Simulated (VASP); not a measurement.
The system is MoS2.

```
CELL_PARAMETERS angstrom
3.16100 0.00000 0.00000
-1.58050 2.73751 0.00000
0.00000 0.00000 15.98350
ATOMIC_POSITIONS crystal
Mo 0.33333 0.66667 0.25000
Mo 0.66667 0.33333 0.75000
S 0.66667 0.33333 0.34791
S 0.66667 0.33333 0.15209
S 0.33333 0.66667 0.84791
S 0.33333 0.66667 0.65209
```

The cell was built by a generator and needn't be a form met in nature.

Base run:

| Property | Result |
| --- | --- |
| Program | VASP 6.6.1 |
| Functional | vdW-DF2 |
| Potentials or basis | VASP PAW PBE potentials, release 64 (Mo_sv, S) |
| Cutoff | 520 eV |
| k mesh | 8 × 8 × 2 |
| Occupations | fermi-dirac, width 0.05 eV |
| Spin | no spin polarisation |

Its results: band gap on the k mesh 1.83 eV, indirect (least direct gap 2.03 eV); pressure 9.2 GPa; largest force 1.080 eV/Å.

**Question.** The run is repeated on the same cell with these changes: functional from vdW-DF2 to SCAN; further incar settings from ALGO = Fast; EDIFF = 1e-06 to ALGO = Normal; EDIFF = 1e-06. What comes out?

**Answer.** Band gap on the k mesh 1.98 eV, indirect (least direct gap 2.19 eV); pressure -0.2 GPa; largest force 0.170 eV/Å.

Caveats: the PAW data sets were made with another functional, which shifts forces and pressure a little.

A k mesh can miss the band edges.
